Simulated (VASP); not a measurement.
Crystal: KNi.

```xyz
2
Lattice="0.0000 3.1179 3.1179 3.1179 0.0000 3.1179 3.1179 3.1179 0.0000" Properties=species:S:1:pos:R:3 pbc="T T T"
K     4.6769    4.6769    4.6769
Ni    0.0000    0.0000    0.0000
```

The cell was built by a generator and needn't be a form met in nature.

* Program: VASP 6.6.1
* Task: relaxation of cell and atoms
* Functional: PBE
* Potentials or basis: VASP PAW PBE potentials, release 64 (K_sv_GW, Ni_GW)
* Cutoff: 600 eV
* k mesh: 5 × 5 × 5
* Occupations: fermi-dirac, width 0.05 eV
* Spin: collinear spin, ferromagnetic start
* Starting moments: [0.0, 1.0] μB

At the start: pressure 6.0 GPa; volume 30.31 Å³/atom.

Problem. How do energy, volume and symmetry change on relaxing?

Solution. Over 3 steps the energy falls by 348.4 meV/atom and the volume is 54.75 Å³/atom (+80.6 %); space group F-43m (No. 216, to 0.05 Å); moment 1.00 μB per cell.

The path:
```tsv
step	energy change (eV)	largest force (eV/Å)	pressure (GPa)	volume (Å³)
1	0.0000	0.0000	5.97	60.62
2	-0.3213	0.0000	3.85	71.08
3	-0.6969	0.0000	-0.01	109.51
```

Final structure:
```
CELL_PARAMETERS angstrom
0.00000 3.79727 3.79727
3.79727 0.00000 3.79727
3.79727 3.79727 0.00000
ATOMIC_POSITIONS crystal
K 0.75000 0.75000 0.75000
Ni 0.00000 0.00000 0.00000
```

Caveat: the volume moved by over 15 % at a fixed basis, so the end points are rough.
